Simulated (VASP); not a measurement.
Output of a VASP run:

### OSZICAR
```
       N       E                     dE             d eps       ncg     rms          rms(c)
DAV:   1     0.422843386397E+02    0.42284E+02   -0.59750E+03  2081   0.110E+03
DAV:   2    -0.308623673673E+01   -0.45371E+02   -0.42835E+02  1938   0.198E+02
DAV:   3    -0.345685212121E+01   -0.37062E+00   -0.37027E+00  2221   0.190E+01
DAV:   4    -0.345789434561E+01   -0.10422E-02   -0.10422E-02  2118   0.102E+00
DAV:   5    -0.345790083888E+01   -0.64933E-05   -0.64936E-05  2164   0.789E-02    0.954E+00
DAV:   6    -0.321449935031E+01    0.24340E+00   -0.76854E-01  1907   0.865E+00    0.602E+00
DAV:   7    -0.319453223424E+01    0.19967E-01   -0.83305E-02  2000   0.282E+00    0.275E+00
DAV:   8    -0.319229631768E+01    0.22359E-02   -0.20626E-03  1992   0.476E-01    0.238E-01
DAV:   9    -0.319228572414E+01    0.10594E-04   -0.63337E-06  2091   0.288E-02    0.153E-02
DAV:  10    -0.319229132009E+01   -0.55960E-05   -0.24826E-06  2070   0.202E-02    0.178E-03
DAV:  11    -0.319229126486E+01    0.55236E-07   -0.35984E-08   964   0.185E-03
   1 F= -.38730922E+01 E0= -.38732374E+01  d E =-.387309E+01
       N       E                     dE             d eps       ncg     rms          rms(c)
DAV:   1    -0.333266620013E+01   -0.14037E+00   -0.25262E+00  1909   0.179E+01    0.212E+00
DAV:   2    -0.321798989184E+01    0.11468E+00   -0.38141E-01  1884   0.603E+00    0.969E-01
DAV:   3    -0.321299022788E+01    0.49997E-02   -0.22630E-02  1930   0.139E+00    0.705E-01
DAV:   4    -0.321294503245E+01    0.45195E-04   -0.74534E-04  1999   0.228E-01    0.658E-02
DAV:   5    -0.321295785146E+01   -0.12819E-04   -0.19947E-05  2302   0.320E-02    0.435E-03
DAV:   6    -0.321295945908E+01   -0.16076E-05   -0.72936E-07  1664   0.922E-03    0.739E-04
DAV:   7    -0.321295940932E+01    0.49762E-07   -0.21023E-08   942   0.129E-03
   2 F= -.38716280E+01 E0= -.38718444E+01  d E =0.146426E-02
       N       E                     dE             d eps       ncg     rms          rms(c)
DAV:   1    -0.324528963473E+01   -0.32330E-01   -0.89289E-01  1909   0.106E+01    0.123E+00
DAV:   2    -0.320466418820E+01    0.40625E-01   -0.13697E-01  1886   0.359E+00    0.472E-01
DAV:   3    -0.320283613862E+01    0.18280E-02   -0.88274E-03  1931   0.864E-01    0.347E-01
DAV:   4    -0.320287020277E+01   -0.34064E-04   -0.35192E-04  2016   0.165E-01    0.318E-02
DAV:   5    -0.320286681703E+01    0.33857E-05   -0.48888E-06  1909   0.246E-02    0.330E-03
DAV:   6    -0.320286817545E+01   -0.13584E-05   -0.30000E-07  1234   0.521E-03    0.525E-04
DAV:   7    -0.320286822027E+01   -0.44822E-07   -0.15155E-08   942   0.127E-03
   3 F= -.38744476E+01 E0= -.38746156E+01  d E =-.135541E-02
```

OUTCAR:
```
------------------------ aborting loop because EDIFF is reached ----------------------------------------
 Edisp (eV)   -0.67158
  FORCE on cell =-STRESS in cart. coord.  units (eV):
  Direction    XX          YY          ZZ          XY          YZ          ZX
  --------------------------------------------------------------------------------------
  Total       0.00055     0.00055     0.00055     0.00000     0.00000     0.00000
  in kB       0.05165     0.05165     0.05165     0.00000     0.00000     0.00000
  external pressure =        0.05 kB  Pullay stress =        0.00 kB
  volume of cell :       17.20
      direct lattice vectors                 reciprocal lattice vectors
     0.000000000  2.048645997  2.048645997    -0.244063640  0.244063640  0.244063640
     2.048645997  0.000000000  2.048645997     0.244063640 -0.244063640  0.244063640
     2.048645997  2.048645997  0.000000000     0.244063640  0.244063640 -0.244063640
 POSITION                                       TOTAL-FORCE (eV/Angst)
 -----------------------------------------------------------------------------------
      0.00000      0.00000      0.00000        -0.000000      0.000000      0.000000
 -----------------------------------------------------------------------------------
    total drift:                                0.000000      0.000000      0.000000
  FREE ENERGIE OF THE ION-ELECTRON SYSTEM (eV)
  ---------------------------------------------------
  free  energy   TOTEN  =        -3.8744476385 eV

  energy  without entropy=       -3.8749515835  energy(sigma->0) =       -3.87461562

 reached required accuracy - stopping structural energy minimisation
```
(Selected blocks of OUTCAR.)

### POSCAR
```
Au
1
    0.0000000000     2.0400000000     2.0400000000
    2.0400000000     0.0000000000     2.0400000000
    2.0400000000     2.0400000000     0.0000000000
Au
1
Direct
  0.0000000000   0.0000000000   0.0000000000
```

**Question.** Reconstruct the remaining input files.

**Answer.** Several could match; the one computed here: the input of the run itself, PBE GGA with D3 dispersion (zero damping), plane waves, VASP's PBE PAW potentials (set 64).

**KPOINTS**
```
Automatic mesh
0
Gamma
14 14 14
0 0 0
```

INCAR:
```
LREAL = .False.   ! projection in real space or not
LWAVE = .False.
SIGMA = 0.1   ! width (eV)
EDIFF = 1E-6   ! SCF stop (eV)
EDIFFG = -0.01
LMAXMIX = 6
IVDW = 11
IBRION = 2   ! conjugate gradients
LCHARG = .False.
ISIF = 3   ! ions, shape and volume
NELM = 100
ENCUT = 520
SYSTEM = Au
LASPH = .True.
NSW = 60
GGA = PE   ! PBE
PREC = Accurate
ISMEAR = 1
ALGO = Normal   ! blocked Davidson
```

POTCAR, in this order: Au (PBE.64 set). Program: vasp_std.

The compound is Au in the fcc structure. This run relaxes it. Symmetry was kept, so distortions that lower it aren't found.
